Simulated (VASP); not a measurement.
A run of VASP 6.6.1 is set up as follows.

The input INCAR:

```
SYSTEM = Cu
PREC = Accurate
ENCUT = 600
EDIFF = 1E-6
ISMEAR = 1
SIGMA = 0.2
LREAL = .False.
LASPH = .True.
NELM = 60
ALGO = Normal
ISIF = 3
LWAVE = .False.
LCHARG = .False.
GGA = PE
IBRION = 2
NSW = 60
EDIFFG = -0.005
KPAR = 8
```

The input KPOINTS:

```
regular mesh
0
Gamma
  24 24 24
  0 0 0
```

POSCAR

```
Cu
1.0
    0.0000000000      1.8150000000      1.8150000000
    1.8150000000      0.0000000000      1.8150000000
    1.8150000000      1.8150000000      0.0000000000
Cu
1
Direct
    0.0000000000      0.0000000000      0.0000000000
```

Potentials or basis: VASP PAW PBE potentials, release 64 (Cu).

Command:

```console
$ cat potpaw_PBE.64/Cu/POTCAR > POTCAR
$ mpirun -np 8 vasp_std > vasp.out
```

**Question.** Estimate the band gap on the k mesh.

**Answer.** None (metal or under the smearing width).

**Question.** Predict the space group after relaxing (to 0.05 Å).

**Answer.** Fm-3m (No. 225).

Final structure:
```
Cu
1.0
     0.00000    1.81736    1.81736
     1.81736    0.00000    1.81736
     1.81736    1.81736    0.00000
Cu
1
Direct
  0.00000 0.00000 0.00000
```
